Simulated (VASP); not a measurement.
BAs (zinc blende) relaxed at rising pressure, in one space group throughout; other phases were not tried. The pressures are those reached. Calculation: LDA (Ceperley-Alder, Perdew-Zunger), VASP's LDA PAW potentials (set 64) (plane waves; VASP).

```tsv
P (GPa)	V (Å³/atom)	k-mesh
-0.01	13.332	10×10×10
4.99	12.916	10×10×10
9.99	12.557	10×10×10
19.84	11.967	10×10×10
29.80	11.483	10×10×10
```

Q: Fit an equation of state and predict the volume at 44.96 GPa.

A: Least squares on the third-order Birch-Murnaghan form, P = (3B0/2)(y⁷ − y⁵)[1 + (3/4)(B′ − 4)(y² − 1)] with y = (V0/V)^(1/3), gives V0 = 13.331 Å³/atom, B0 = 148 GPa and B′ = 4.0, and so 10.889 Å³/atom. The run gave 10.886 Å³/atom, -0.0 % from the fit.

Pressures at which the relaxation failed are left out.

The compound is BAs in the zinc blende structure.
